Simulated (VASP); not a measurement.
Here is the system:

```
CELL_PARAMETERS angstrom
     -3.02013     3.02013     3.02013
      3.02013    -3.02013     3.02013
      3.02013     3.02013    -3.02013
ATOMIC_POSITIONS crystal
  Cs 0.00000 0.00000 0.00000
```

All values below come from vdW-DF-cx, VASP's PBE PAW potentials (set 64) (plane waves; VASP 6.6.1). Numerical set-up: 520 eV cut-off, Gaussian smearing of 0.050 eV, potentials Cs_sv.

Unless said otherwise, spin-orbit coupling is left out, though it shifts the bands of the heavy elements here.

**Question.** Predict the band gap (along the path) with the smallest direct gap where there is one.

**Answer.** 
```yaml
band gap (along the path): none (metal, semimetal or under 0.01 eV)
```

Only differences to runs with the same potentials and settings are physical.

The compound is Cs in the bcc structure. It was relaxed first.
